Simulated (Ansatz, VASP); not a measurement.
# Al2Au: VASP beside Ansatz

One calculation is typed for both programs; each brings its own data sets and cutoff. How far apart do they land? The cell is taken from a series of VASP runs on this material, whose earlier steps may have relaxed, scaled or displaced it; both programs get it as it stands.

Method: plane waves, with VASP 6.6.1 beside it; relaxation of cell and atoms at PBEsol with D3(BJ), in Ansatz 0.2.0.

### Step 1. Set-up

It takes space group Fm-3m (No. 225, cubic). The conventional cell has a = 5.944 Å, b = 5.944 Å, c = 5.944 Å, α = 90.00°, β = 90.00°, γ = 90.00°. Au has 8 Al at 2.57 Å nearest. Nearest to Al lie 4 Au at 2.57 Å. Farther neighbours are not listed.

### Step 2. VASP: relaxation of cell and atoms, PBEsol with D3(BJ)

The relaxed volume is the usual yardstick between codes: its relative difference is about their pressure difference at one cell divided by the bulk modulus.

Lines of VASP's logs that name or quote its potential files are left out, and so is its time.

INCAR reads:

```
SYSTEM = Al2Au
PREC = Accurate
ENCUT = 450
EDIFF = 1E-06
NELM = 100
ISMEAR = 1
SIGMA = 0.15
LREAL = .FALSE.
ALGO = Normal
GGA = PS
IVDW = 12
NBANDS = 14
LASPH = .TRUE.
LORBIT = 11
LWAVE = .FALSE.
LCHARG = .FALSE.
KPAR = 4
IBRION = 2
NSW = 50
ISIF = 3
EDIFFG = -0.006
```

POSCAR reads:

```
Al2Au
1.0
    0.0000000000      2.9717957237      2.9717957237
    2.9717957237      0.0000000000      2.9717957237
    2.9717957237      2.9717957237      0.0000000000
Au Al
1 2
Direct
    0.0000000000      0.0000000000      0.0000000000
    0.7500000000      0.7500000000      0.7500000000
    0.2500000000      0.2500000000      0.2500000000
```

KPOINTS reads:

```
Automatic mesh
0
Gamma
10 10 10
0 0 0
```

Potentials, in the order of the species: Au and Al (PBE family, release 64).

The run is started by

```bash
> mpirun -np 4 vasp_std
```

Numbers of over 12 decimals in the logs are rounded to 6 here.

The program printed:

```text
[banner, memory and clock lines left out]
running    4 mpi-ranks, on    1 nodes
 distrk:  each k-point on    1 cores,    4 groups
 distr:  one band on    1 cores,    1 groups

 POSCAR found type information on POSCAR AuAl
 POSCAR found :  2 types and       3 ions
|                                                                             |
|               ----> ADVICE to this user running VASP <----                  |
|                                                                             |
|     You enforced a specific xc type in the INCAR file but a different       |
|     [... a line on the potential file left out ...]
|     I HOPE YOU KNOW WHAT YOU ARE DOING!                                     |
|                                                                             |

 LDA part: xc-table for (Slater+PW92), standard interpolation
 POSCAR, INCAR and KPOINTS ok, starting setup
 FFT: planning ... GRIDC
 FFT: planning ... GRID_SOFT
 FFT: planning ... GRID
 WAVECAR not read
 entering main loop
       N       E                     dE             d eps       ncg     rms          rms(c)
DAV:   1     0.480847900277E+02    0.48085E+02   -0.64399E+03  1380   0.888E+02
DAV:   2    -0.135659344403E+02   -0.61651E+02   -0.56335E+02  1540   0.173E+02
DAV:   3    -0.148772935916E+02   -0.13114E+01   -0.12928E+01  1692   0.244E+01
DAV:   4    -0.148873791184E+02   -0.10086E-01   -0.10085E-01  1550   0.247E+00
DAV:   5    -0.148875418684E+02   -0.16275E-03   -0.16275E-03  1726   0.333E-01    0.964E+00
DAV:   6    -0.135855589480E+02    0.13020E+01   -0.58090E+00  1544   0.254E+01    0.397E+00
DAV:   7    -0.134986515321E+02    0.86907E-01   -0.26473E-01  1448   0.553E+00    0.185E+00
DAV:   8    -0.134625223895E+02    0.36129E-01   -0.23443E-02  1640   0.102E+00    0.426E-01
DAV:   9    -0.134609014303E+02    0.16210E-02   -0.29794E-03  1574   0.584E-01    0.200E-01
DAV:  10    -0.134609615343E+02   -0.60104E-04   -0.14904E-04  1538   0.967E-02    0.381E-02
DAV:  11    -0.134609540815E+02    0.74529E-05   -0.70541E-06  1706   0.217E-02    0.129E-02
DAV:  12    -0.134609540495E+02    0.31928E-07   -0.71266E-07  1060   0.630E-03
   1 F= -.14631181E+02 E0= -.14631381E+02  d E =-.146312E+02
 curvature:   0.00 expect dE= 0.000E+00 dE for cont linesearch  0.000E+00
 trial: gam= 0.00000 g(F)=  0.129E-45 g(S)=  0.500E-05 ort = 0.000E+00 (trialstep = 0.100E+01)
 search vector abs. value=  0.500E-05
 reached required accuracy - stopping structural energy minimisation
```

Parts of OUTCAR (step 2):

```text
ion  position               nearest neighbor table
   1  0.000  0.000  0.000-   2 2.57   2 2.57   2 2.57   2 2.57   3 2.57   3 2.57   3 2.57   3 2.57

  LATTYP: Found a face centered cubic cell.
 ALAT       =     5.9435914474

 Subroutine GETGRP returns: Found 48 space group operations
 (whereof 48 operations were pure point group operations)

The static configuration has the point symmetry O_h .

 Found     47 irreducible k-points:

   k-points           NKPTS =     47   k-points in BZ     NKDIM =     47   number of bands    NBANDS=     14

   dimension x,y,z NGX =    30 NGY =   30 NGZ =   30
   dimension x,y,z NGXF=    60 NGYF=   60 NGZF=   60

   ENCUT  =  450.0 eV  33.07 Ry    5.75 a.u.   7.27  7.27  7.27*2*pi/ulx,y,z

   NELECT =      17.0000    total number of electrons

 k-points in reciprocal lattice and weights: Automatic mesh
   0.00000000  0.00000000  0.00000000       0.001
   0.10000000  0.00000000  0.00000000       0.008
   0.20000000  0.00000000  0.00000000       0.008
   0.30000000  0.00000000  0.00000000       0.008
   0.40000000  0.00000000  0.00000000       0.008
   0.50000000  0.00000000  0.00000000       0.004
   0.10000000  0.10000000  0.00000000       0.006
   0.20000000  0.10000000  0.00000000       0.024
   0.30000000  0.10000000  0.00000000       0.024
[...]
-0.30000000  0.40000000  0.20000000       0.024
  -0.30000000  0.50000000  0.20000000       0.012

 average (electrostatic) potential at core
       1 -67.1155       2 -72.2848       3 -72.2848

 E-fermi :   7.9906

 k-point     1 :       0.0000    0.0000    0.0000
  band No.  band energies     occupation
    ...
      2       1.2589      2.00000
      3       1.2589      2.00000
      4       1.2589      2.00000
      5       2.2514      2.00000
      6       2.2514      2.00000
      7      10.4984     -0.00000
      8      10.9534     -0.00000
      9      10.9534     -0.00000
     10      10.9534     -0.00000
     11      12.0802      0.00000
    ...

 k-point     2 :       0.1000    0.0000    0.0000
  band No.  band energies     occupation
    ...
      2       1.2163      2.00000
      3       1.2932      2.00000
      4       1.2932      2.00000
      5       2.2440      2.00000
      6       2.2440      2.00000
      7       9.1455     -0.00000
      8      10.4771     -0.00000
      9      10.4771     -0.00000
     10      10.6555     -0.00000
     11      12.6051      0.00000
    ...

 k-point     3 :       0.2000    0.0000    0.0000
  band No.  band energies     occupation
    ...
      3       1.3762      2.00000
      4       1.3762      2.00000
      5       2.2388      2.00000
      6       2.2388      2.00000
      7       6.9814      2.00000
      8       9.7358     -0.00000
      9       9.7358     -0.00000
     10      10.8704     -0.00000
     11      12.6880      0.00000
     12      12.6880      0.00000
    ...

 Edisp (eV)   -1.17023

  Total       0.01018     0.01018     0.01018     0.00000     0.00000    -0.00000
  in kB       0.31071     0.31071     0.31071     0.00000     0.00000    -0.00000
  external pressure =        0.31 kB  Pullay stress =        0.00 kB

  energy-cutoff  :      450.00
  volume of cell :       52.49
      direct lattice vectors                 reciprocal lattice vectors
     0.000000000  2.971795724  2.971795724    -0.168248442  0.168248442  0.168248442
     2.971795724  0.000000000  2.971795724     0.168248442 -0.168248442  0.168248442
     2.971795724  2.971795724  0.000000000     0.168248442  0.168248442 -0.168248442

 POSITION                                       TOTAL-FORCE (eV/Angst)
 -----------------------------------------------------------------------------------
      0.00000      0.00000      0.00000         0.000000      0.000000      0.000000
      4.45769      4.45769      4.45769        -0.000000      0.000000      0.000000
      1.48590      1.48590      1.48590         0.000000     -0.000000     -0.000000
 -----------------------------------------------------------------------------------
    total drift:                                0.000000     -0.000000     -0.000000

  FREE ENERGIE OF THE ION-ELECTRON SYSTEM (eV)
  ---------------------------------------------------
  free  energy   TOTEN  =       -14.6311808458 eV

  energy  without entropy=      -14.6317805788  energy(sigma->0) =      -14.63138076

 reached required accuracy - stopping structural energy minimisation

 total charge
# of ion       s       p       d       tot
------------------------------------------
    1        0.765   0.729   8.550  10.044
    2        0.394   0.369   0.000   0.763
    3        0.394   0.369   0.000   0.763
--------------------------------------------------
tot          1.554   1.466   8.550  11.569

[... 3 further parts left out ...]
```

This run has no spin polarisation. Its electron count is odd, so without a moment it is a metal by construction. Dispersion corrections of this kind ignore metallic screening and tend to overbind metals.

### Step 3. Ansatz: relaxation of cell and atoms, PBEsol with D3(BJ)

Ansatz runs on its default PAW (the set named soft_2) files.

The same cell, functional, mesh and smearing now go to Ansatz, which takes its cutoff from its data sets.

input.yaml reads:

```yaml
crystal:
  lattice:
    - [0.0, 2.9717957237, 2.9717957237]
    - [2.9717957237, 0.0, 2.9717957237]
    - [2.9717957237, 2.9717957237, 0.0]
  atoms:
    - { symbol: Au, position: [0.0, 0.0, 0.0] }
    - { symbol: Al, position: [0.75, 0.75, 0.75] }
    - { symbol: Al, position: [0.25, 0.25, 0.25] }
hamiltonian:
  xc: pbesol
  pseudopotentials: { kind: paw }
  dispersion: d3bj
kpoints:
  mp_grid: { grid: [10, 10, 10] }
scf:
  occupations: { method: methfessel_paxton, width: 0.15 }
relax:
  f_tol: 0.01
  max_steps: 60
  cell: { stress_tol: 0.05 }
output:
  forces: true
  stress: true
  write_density: true
  write_potential: true
  elf: true
  volumetric_format: npy
```

The run is started by

```bash
> ansatz run input.yaml --threads 4 --pin off --max-ram 9216MiB --backend cpu --events-out ev --progress --plain --runs-dir out
```

The program printed:

```text
Engine: ansatz 0.2.0, aarch64-unknown-linux-gnu
Pseudopotentials: kind: paw
Pseudopotential: Au, paw, valence charge 19, recommended cutoff 420 eV (normal), Au.paw.azcp
Pseudopotential: Al, paw, valence charge 3, recommended cutoff 420 eV (normal), Al.paw.azcp
Functional definition: PBEsol
  exchange = pbesol_x
  correlation = pbesol_c
Crystal: 3 atoms, lattice volume = 52.491 Å³
Basis set: ecut = 420 eV, 965 PW (Γ), exchange–correlation on 60×60×60 points (8 copies of the dense FFT grid, shifted against one another)
Bands: 17, of which v1, the nominal top of the filled ones, is band 13 counted from 1 (12 counted from 0)
Symmetry: 48 space group operations
Space group: Fm-3m (ITA 225), of the structure as read, at distance tolerance 3.7e-5 Å
k-points: 47 of 1000
Non-local potential: Au, projectors of the file, l = 0: 3, l = 1: 2, l = 2: 2, l = 3: 1
Non-local potential: Al, projectors of the file, l = 0: 2, l = 1: 2, l = 2: 1
PAW form: soft (Blöchl's): semilocal exchange-correlation on the pseudo side does not see the compensation charge
PAW frozen core: Au, regenerated for the run's functional, and the local potential with it (the file was generated under x = pbe(κ = 0.804, μ = 0.219515), c = pbe(β = 0.066725))
PAW frozen core: Al, regenerated for the run's functional, and the local potential with it (the file was generated under x = pbe(κ = 0.804, μ = 0.219515), c = pbe(β = 0.066725))
PAW one-centre angular grid: Au, 590 points (default); XC on 64 Gauss nodes
PAW one-centre angular grid: Al, 110 points (default); XC on 64 Gauss nodes
Initial density: superposition of atomic densities (neutral atoms: chi_scale 0, normalization atom), corrected by the library's trained network
Initial wavefunctions: pseudopotential atomic-orbital guess
Functional: x = pbesol(κ = 0.804, μ = 0.123457), c = pbesol(β = 0.046)
SCF iter   1: F=—  HF=-14058.701054 eV  |F-HF|=—  |Δ(HF+E_count)|=         —  Δρ=2.26e-3  dr2=2.30e-3  ethr=1.77e-3  ⟨swp⟩=5.2  Hψ=3977  notcnv=0
preconditioner: auto → Kerker (q_TF=auto, 2.411 Å⁻¹)  [metal: Δε(μ)=0.052 eV  Ē_g=9.647 eV  σ=0.150 eV  W_gap=0.29  n_scr=14 (ndim 8)  ℏωp=21.1 eV  f_vac=0.005  D(μ)=0.72/eV (n_scr^D=0)]
SCF iter   2: F=—  HF=-14058.701472 eV  |F-HF|=—  |Δ(HF+E_count)|=   4.18e-4  S|Δr|=    0.00e0  Δρ=1.48e-3  dr2=1.25e-3  ethr=9.18e-6  ⟨swp⟩=1.9  Hψ=1362  notcnv=0
SCF iter   3: F=—  HF=-14058.701727 eV  |F-HF|=—  |Δ(HF+E_count)|=   2.55e-4  S|Δr|=    0.00e0  Δρ=4.57e-4  dr2=1.42e-4  ethr=5.01e-6  ⟨swp⟩=1.9  Hψ=1065  notcnv=0
SCF iter   4: F=—  HF=-14058.701743 eV  |F-HF|=—  |Δ(HF+E_count)|=   1.57e-5  S|Δr|=    0.00e0  Δρ=1.85e-4  dr2=2.66e-5  ethr=5.68e-7  ⟨swp⟩=2.2  Hψ=1303  notcnv=0
SCF iter   5: F=—  HF=-14058.701721 eV  |F-HF|=—  |Δ(HF+E_count)|=   2.16e-5  S|Δr|=    0.00e0  Δρ=5.77e-5  dr2=2.12e-6  ethr=1.06e-7  ⟨swp⟩=2.0  Hψ=1089  notcnv=0
SCF iter   6: F=-14058.701721 eV  HF=-14058.701721 eV  |F-HF|=2.60e-8  |Δ(HF+E_count)|=   3.93e-7  S|Δr|=    0.00e0  Δρ=8.09e-6  dr2=4.37e-8  ethr=4.00e-10  ⟨swp⟩=6.8  Hψ=4959  notcnv=0
SCF 1 converged in 6 iterations: F = -14058.701721 eV  dr2 = 4.37e-8
  greatest PAW one-centre occupation: 1.001 electrons in one spin orbital (limit 2), on the Au atom at site 0 (counted from 0), in its partial waves of l = 0
relax step   1: F+E_penalty+E_count = -14058.70172071 eV  Δ(F+E_penalty+E_count) = +0.000e0 eV  max|allowed force component| = 2.737e-17 eV/Å  Δτ_max = 0.0000 Å  P = +0.176 GPa  Ω = 52.491 Å³  (6 SCF iters, dr2 threshold 1.00e-7 eV, accepted)
[...]
relax step   2: F+E_penalty+E_count = -14058.70172959 eV  Δ(F+E_penalty+E_count) = -8.876e-6 eV  max|allowed force component| = 5.551e-17 eV/Å  Δτ_max = 0.0000 Å  P = -0.049 GPa  Ω = 52.586 Å³  energy of the carried Pulay correction = -2.829e-5 eV  (4 SCF iters, dr2 threshold 7.70e-8 eV, accepted)
[...]
relax step   3: F+E_penalty+E_count = -14058.70176453 eV  Δ(F+E_penalty+E_count) = -3.494e-5 eV  max|allowed force component| = 7.093e-17 eV/Å  Δτ_max = 0.0000 Å  P = -0.049 GPa  Ω = 52.586 Å³  stress off target by 4.89e-2 GPa  SCF on the basis re-selected at this cell (its energy is not comparable with the rows above)  (6 SCF iters)
basis re-selected at this cell: Δ(F+E_penalty+E_count) = -3.494e-5 eV, ΔP = +0.000 GPa vs the last step (what re-selecting the basis moved, of the pressure what is left beyond the Pulay correction that the steps carried, after the strain that the cell walked since its last selection, with what the two solves' SCF thresholds leave and, on support functions, any second-order correction that the steps lacked; it is no m [...]
SCF converged after 6 iterations
Stability not checked: this state was not tested for a lower state beside it, because cold or Methfessel-Paxton smearing, or corrected tetrahedra, fill the levels in a way that the test cannot read (fill_not_monotonic; see scf.lower_state_search)
Free energy (F): -14058.701765 eV
Harris-Foulkes:  -14058.701765 eV  (|F-HF|=9.09e-12)
Internal energy: -14058.702368 eV  (E = F + TS)
E sigma→0 (E₀):  -14058.701915 eV
Entropy (-TS):   0.000604 eV (0.201 meV/atom)
Fermi energy:    11.528080 eV
--- Per-component energies (eV) ---
  E_band       = -369.785391
  E_kinetic    = 651.970118
  E_local      = -2935.148769  (includes V_loc(G=0)·N_el)
  E_nonlocal   = 91.985321
  E_hartree    = 1262.447949
  E_xc         = -308.087598
  E_vxc        = -336.620666  (∫ρ·V_xc dr)
  E_paw        = -10472.280405  (= ΣΔE_a)
  E_vpaw       = -366.868739  (= ΣTr[D̂ρ^β])
  E_aug_tail   = 0.001373  (compensation charges beyond the density's cutoff)
  E_ewald      = -2348.769656
  E_disp       = -1.168459  (pairwise vdW)
  E_core_change = 0.347757  (= ΣΔE_core)
  E_smearing   = 0.000604  (= −TS)
  E_closure    = 0.000000  (closes the sum)
  Σ components = -14058.701765   (vs F -14058.701765, Δ=0.00e0)
--- Forces (eV/Å), atoms counted from 1 ---
  atom   1  Au     0.00000000    -0.00000000    -0.00000000
  atom   2  Al     0.00000000    -0.00000000    -0.00000000
  atom   3  Al    -0.00000000    -0.00000000     0.00000000
  max |Σ_I F_I| component: 3.70e-17 eV/Å
--- Stress (GPa, compression-positive) ---
       -0.048927       0.000000       0.000000
        0.000000      -0.048927      -0.000000
        0.000000       0.000000      -0.048927
  P = ⅓ Tr σ = -0.0489 GPa (-0.489 kbar)
--- Band table (eV; the first three rows and the last of 47) ---
  k-point 0: bands = [... 9 lower, 5.8024, 14.0105, 14.4889, 14.4889, 14.4889, 15.6106, 15.6106, 15.6106]
  k-point 1: bands = [... 9 lower, 5.7950, 12.6817, 14.0127, 14.0127, 14.1726, 16.1345, 16.1345, 16.7500]
  k-point 2: bands = [... 9 lower, 5.7899, 10.5227, 13.2717, 13.2717, 14.3906, 16.2146, 16.2146, 16.5029]
  k-point 46: bands = [... 9 lower, 6.2632, 7.0107, 7.9663, 9.3221, 14.9968, 15.8082, 16.6494, 17.9576]
--- Relaxed structure (2 steps of the walk, 2 accepted, 1 SCFs on fresh bases) ---
  F+E_penalty+E_count = -14058.70176453 eV   max|allowed force component| = 7.093e-17 eV/Å   (the final SCF, on the basis selected at the relaxed cell)
  cell:  # Å, volume = 52.5859 Å³
    - [0, 2.973581, 2.973581]
    - [2.973581, 0, 2.973581]
    - [2.973581, 2.973581, 0]
  atoms:
    - { symbol: Au, position: [0, 0, 0] }
    - { symbol: Al, position: [0.750000, 0.750000, 0.750000] }
    - { symbol: Al, position: [0.25, 0.25, 0.25] }
```

Elapsed: 2.1 s, on 4 threads of Arm Neoverse V1, shared host; peak memory 0.37 GiB.

### Step 4. Differences

Known differences besides the potentials themselves: both relaxations stop at a tolerance, which leaves soft axes loose, and VASP keeps its plane-wave basis; the data sets hold 25 valence electrons in Ansatz (default PAW (the set named soft_2) files) and 17 in VASP; the cutoff is 420 eV in Ansatz and 450 eV in VASP; Ansatz makes its cores anew for this functional, VASP keeps those of its PBE data sets; Ansatz adds a Pulay correction to the stress that steers its cell, VASP none. Total energies have different zeros and are not compared.

Compared:

| quantity | Ansatz | VASP | difference |
| --- | --- | --- | --- |
| volume (Å³) | 52.59 | 52.49 | +0.18 % |
| edge a after relaxation, in the typed setting (Å) | 4.205 | 4.203 | +0.06 % |

The walks stopped with -0.05 GPa left in Ansatz and 0.03 GPa in VASP; each walk ends within a tolerance, so the volume difference is uncertain by about these residues over the bulk modulus, most in soft cells.

### Step 5. Summary of results

| Property | Result |
| --- | --- |
| difference in volume (relaxation of cell and atoms, PBEsol with D3(BJ)) | 0.18 % |

In words: The difference in volume is 0.18 % (relaxation of cell and atoms, PBEsol with D3(BJ)), within the 1.2 % picked in this series as the mark of a large difference, as far as the stopping tolerances let one tell. Such differences can come from data sets, numerical settings and the points named under the comparisons, not from the functional's error against experiment.

[Lines on the potential files, build, host, timing and source positions are cut from VASP's logs without a mark.]

[Logs are printed without paths, hosts, clocks, repeated set-up lines and the standing remarks that a program may print on its own settings, such as how far it seeks lower states.]

[Hosts, paths, dates, database ids (printed as entryN), source tags and the programs' standing remarks are cut or masked in the printed files.]
